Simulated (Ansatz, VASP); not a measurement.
# VPt in two plane-wave programs, part 2 of 2

Wanted: the spread between two codes on one cell, functional and k mesh. The cell is taken from a series of runs on this material, whose earlier steps may have relaxed, scaled, displaced or heated it; both programs get it as it stands.

VASP 6.6.1 and Ansatz 0.2.0.

So far: The structure; VASP: zone-centre phonons, PBEsol.

### Step 3. Ansatz: zone-centre phonons, PBEsol

Level of this step: Ansatz beside VASP: Kohn-Sham DFT, plane waves, PBEsol (Ansatz).

Ansatz runs on its default PAW (the set named soft_2) files.

The same cell, functional, mesh and smearing now go to Ansatz, which takes its cutoff from its data sets.

input.yaml

```yaml
crystal:
  lattice:
    - [2.6706330543, 0.0, 0.0]
    - [0.0, 2.6706330543, 0.0]
    - [0.0, 0.0, 3.860962227]
  atoms:
    - { symbol: V, position: [0.5, 0.5, 0.5] }
    - { symbol: Pt, position: [0.0, 0.0, 0.0] }
kpoints:
  mp_grid: { grid: [20, 20, 12] }
hamiltonian:
  xc: pbesol
scf:
  occupations: { method: fermi_dirac, width: 0.1 }
output:
  eigenvalues: true
phonons:
  method: dfpt
  qpoints: [[0, 0, 0], [0.0, 0.25, 0.0], [0.0, 0.5, 0.0]]
```

Run with:

```sh
$ ansatz run input.yaml --threads 4 --pin off --max-ram 8192MiB --backend cpu --events-out ev --progress --plain --runs-dir out
```

Numbers of over 12 decimals in the logs are rounded to 6 here.

Output:

```text
Engine: ansatz 0.2.0, aarch64-unknown-linux-gnu
Pseudopotentials: kind: paw
Pseudopotential: V, paw, valence charge 13, recommended cutoff 420 eV (normal), V.paw.azcp
Pseudopotential: Pt, paw, valence charge 18, recommended cutoff 420 eV (normal), Pt.paw.azcp
Functional definition: PBEsol
  exchange = pbesol_x
  correlation = pbesol_c
Crystal: 2 atoms, lattice volume = 27.537 Å³
Basis set: ecut = 420 eV, 529 PW (Γ), exchange–correlation on 36×36×54 points (8 copies of the dense FFT grid, shifted against one another)
Bands: 20, of which v1, the nominal top of the filled ones, is band 16 counted from 1 (15 counted from 0)
Symmetry: 16 space group operations
k-points: 462 of 4800
Non-local potential: V, projectors of the file, l = 0: 3, l = 1: 2, l = 2: 3, l = 3: 1
Non-local potential: Pt, projectors of the file, l = 0: 3, l = 1: 2, l = 2: 2, l = 3: 1
PAW form: soft (Blöchl's): semilocal exchange-correlation on the pseudo side does not see the compensation charge
PAW frozen core: V, regenerated for the run's functional, and the local potential with it (the file was generated under x = pbe(κ = 0.804, μ = 0.219515), c = pbe(β = 0.066725))
PAW frozen core: Pt, regenerated for the run's functional, and the local potential with it (the file was generated under x = pbe(κ = 0.804, μ = 0.219515), c = pbe(β = 0.066725))
PAW one-centre angular grid: V, 590 points (default); XC on 64 Gauss nodes
PAW one-centre angular grid: Pt, 590 points (default); XC on 64 Gauss nodes
Initial density: superposition of atomic densities (neutral atoms: chi_scale 0, normalization atom), corrected by the library's trained network
Initial wavefunctions: pseudopotential atomic-orbital guess
Functional: x = pbesol(κ = 0.804, μ = 0.123457), c = pbesol(β = 0.046)
SCF iter   1: F=—  HF=-15270.303650 eV  |F-HF|=—  |Δ(HF+E_count)|=         —  Δρ=1.27e-2  dr2=4.32e-2  ethr=1.77e-3  ⟨swp⟩=4.3  Hψ=34772  notcnv=0
preconditioner: auto → none  [metal: Δε(μ)=0.004 eV  Ē_g=6.096 eV  σ=0.100 eV  W_gap=0.01  n_scr=6 (ndim 8)  ℏωp=27.4 eV  f_vac=0.000  D(μ)=1.42/eV (n_scr^D=14)  sad-step TF]
SCF iter   2: F=—  HF=-15270.300305 eV  |F-HF|=—  |Δ(HF+E_count)|=   3.35e-3  Δρ=7.64e-3  dr2=1.93e-2  ethr=1.39e-4  ⟨swp⟩=2.0  Hψ=14061  notcnv=0
SCF iter   3: F=—  HF=-15270.297674 eV  |F-HF|=—  |Δ(HF+E_count)|=   2.63e-3  Δρ=1.10e-3  dr2=2.84e-4  ethr=6.24e-5  ⟨swp⟩=1.8  Hψ=9787  notcnv=0
SCF iter   4: F=—  HF=-15270.297598 eV  |F-HF|=—  |Δ(HF+E_count)|=   7.52e-5  Δρ=2.68e-4  dr2=1.26e-5  ethr=9.15e-7  ⟨swp⟩=2.2  Hψ=15331  notcnv=0
SCF iter   5: F=—  HF=-15270.297601 eV  |F-HF|=—  |Δ(HF+E_count)|=   2.18e-6  Δρ=5.20e-5  dr2=4.50e-7  ethr=4.06e-8  ⟨swp⟩=2.2  Hψ=14256  notcnv=0
SCF iter   6: F=—  HF=-15270.297599 eV  |F-HF|=—  |Δ(HF+E_count)|=   1.99e-6  Δρ=1.51e-5  dr2=5.62e-8  ethr=1.45e-9  ⟨swp⟩=2.0  Hψ=14120  notcnv=0
SCF iter   7: F=—  HF=-15270.297599 eV  |F-HF|=—  |Δ(HF+E_count)|=   1.38e-8  Δρ=2.03e-6  dr2=5.70e-10  ethr=1.81e-10  ⟨swp⟩=2.4  Hψ=15012  notcnv=0
SCF iter   8: F=-15270.297599 eV  HF=-15270.297599 eV  |F-HF|=3.64e-12  |Δ(HF+E_count)|=  1.02e-10  Δρ=2.23e-7  dr2=6.30e-12  ethr=1.00e-12  ⟨swp⟩=4.0  Hψ=43151  notcnv=0
SCF 1 converged in 8 iterations: F = -15270.297599 eV  dr2 = 6.30e-12
  greatest PAW one-centre occupation: 1.000 electrons in one spin orbital (limit 2), on the Pt atom at site 1 (counted from 0), in its partial waves of l = 0
NSCF: frozen V_eff on 462 k-points
NSCF: frozen V_eff on 847 k-points
DFPT response loops at q = (0, 0, 0) (fractional): preconditioner auto → Kerker (q_TF=auto, 2.783 Å⁻¹) (partly filled bands, converged f_vac=0.000); β = 1.00, the filter's whole step (`scf.mixing.beta` (0.50) is not read by the response loops under this deck's `scf.mixing.preconditioner`; to damp them name `kerker` or `kerker_dos`, under which they read `scf.mixing.beta`, and type it under 1.00, their step now; both keys bind the ground state too); Broyden in place of MSR1
NSCF: frozen V_eff on 3080 k-points
DFPT response loops at q = (0, 0.25, 0) (fractional): mixed as the last ones told, above
NSCF: frozen V_eff on 1694 k-points
DFPT response loops at q = (0, 0.5, 0) (fractional): mixed as the last ones told, above
SCF converged after 8 iterations
Free energy (F): -15270.297599 eV
Harris-Foulkes:  -15270.297599 eV  (|F-HF|=3.64e-12)
Internal energy: -15270.248634 eV  (E = F + TS)
E sigma→0 (E₀):  -15270.273116 eV
Entropy (-TS):   -0.048964 eV (-24.482 meV/atom)
Fermi energy:    21.466762 eV
--- Per-component energies (eV) ---
  E_band       = -267.869441
  E_kinetic    = 975.397307
  E_local      = -2332.604574  (includes V_loc(G=0)·N_el)
  E_nonlocal   = 155.879484
  E_hartree    = 945.304261
  E_xc         = -391.655602
  E_vxc        = -469.685718  (∫ρ·V_xc dr)
  E_paw        = -10401.803297  (= ΣΔE_a)
  E_vpaw       = -487.464898  (= ΣTr[D̂ρ^β])
  E_aug_tail   = 0.000415  (compensation charges beyond the density's cutoff)
  E_ewald      = -4221.203289
  E_core_change = 0.436660  (= ΣΔE_core)
  E_smearing   = -0.048964  (= −TS)
  E_closure    = -0.000000  (closes the sum)
  Σ components = -15270.297599   (vs F -15270.297599, Δ=0.00e0)
--- Band table (eV; the first three rows and the last of 462) ---
  k-point 0: bands = [... 12 lower, 18.4210, 20.1962, 20.2302, 21.5846, 23.3860, 23.7222, 23.7222, 23.7920]
  k-point 1: bands = [... 12 lower, 18.4497, 20.1899, 20.2032, 21.4799, 23.0761, 23.6299, 23.6299, 23.7805]
  k-point 2: bands = [... 12 lower, 18.5315, 20.0797, 20.2225, 21.0997, 22.4059, 23.3817, 23.3817, 23.7490]
  k-point 461: bands = [... 12 lower, 18.9671, 19.6570, 19.6570, 21.8653, 22.3853, 24.6239, 29.4871, 29.4871]
--- Phonons (Γ-DFPT): 4 representative perturbations + reference (Σ response iterations 12) ---
  ASR residual: 7.575e-4 → 0.000e0 eV/Å²; symmetrization residual: 8.128e-6 eV/Å²
  ASR residual per site (eV/Å²): 7.57e-4 4.57e-4
  Γ frequencies (cm⁻¹): 0.00 0.00 0.00 175.75 175.75 229.53
  non-analytic LO–TO correction: not included (Born effective charges unavailable; polar crystals: no LO–TO splitting at Γ)
--- Phonons (arbitrary-q DFPT): 3 explicit q-points ---
  q = [0, 0, 0] (of the zone-centre solve; hermiticity 2.08e-6, symmetrization 5.50e-13): -0.00 -0.00 0.00 175.75 175.75 229.53
  q = [0, 0.25, 0] (6 solved perturbations on 1540 of 4800 k-point pairs; hermiticity 5.89e-7, symmetrization 1.91e-14): 67.96 85.25 156.24 182.83 217.20 249.30
  q = [0, 0.5, 0] (6 solved perturbations on 847 of 4800 k-point pairs; hermiticity 7.02e-13, symmetrization 3.63e-13): 101.15 101.70 187.57 210.98 258.94 261.80
  sum rule: each row above includes the acoustic sum rule's correction from the zone centre's row sums; it moved no ω² by more than (2.01 cm⁻¹)²
```

The column dr2 measures how far the density is from self-consistency, as an energy; F and HF (Harris–Foulkes) agree once it is small.

### Step 4. Differences

Known differences besides the potentials themselves: the data sets hold 31 valence electrons in Ansatz (on its default PAW (the set named soft_2) files) and 23 in VASP; the cutoff is 420 eV in Ansatz and 500 eV in VASP; Ansatz makes its cores anew for this functional, VASP keeps those of its PBE data sets. Total energies have different zeros and are not compared.

The two programs side by side:

| quantity | Ansatz | VASP | difference |
| --- | --- | --- | --- |
| optical mode 1 to 2 (cm⁻¹) | 175.8 | 175.5 | +0.12 % |
| optical mode 3 (cm⁻¹) | 229.5 | 230.2 | -0.30 % |

Modes are paired by rising frequency, not by their patterns, so a pair may set unlike modes beside each other; they are those without the splitting of longitudinal modes.

### Step 5. Results

```yaml
r_m_s_difference_of_the_optical_zone_centre_modes_each_program_s_sorted_by_frequency_zone_centre_phonons_pbesol: 0.43 cm⁻¹
```

In words: The r.m.s. difference of the optical zone-centre modes, each program's sorted by frequency is 0.43 cm⁻¹ (zone-centre phonons, PBEsol). The data sets hold unlike numbers of valence electrons (31 in Ansatz and 23 in VASP), so part of the differences comes from the potentials. Such differences can come from data sets, numerical settings and the points named under the comparisons, not from the functional's error against experiment.

[Lines on the potential files, build, host, timing and source positions are cut from VASP's logs without a mark.]

[Logs are printed without paths, hosts, clocks, repeated set-up lines and the standing remarks that a program may print on its own settings, such as how far it seeks lower states.]

[Hosts, paths, dates, database ids (printed as entryN), source tags and the programs' standing remarks are cut or masked in the printed files.]
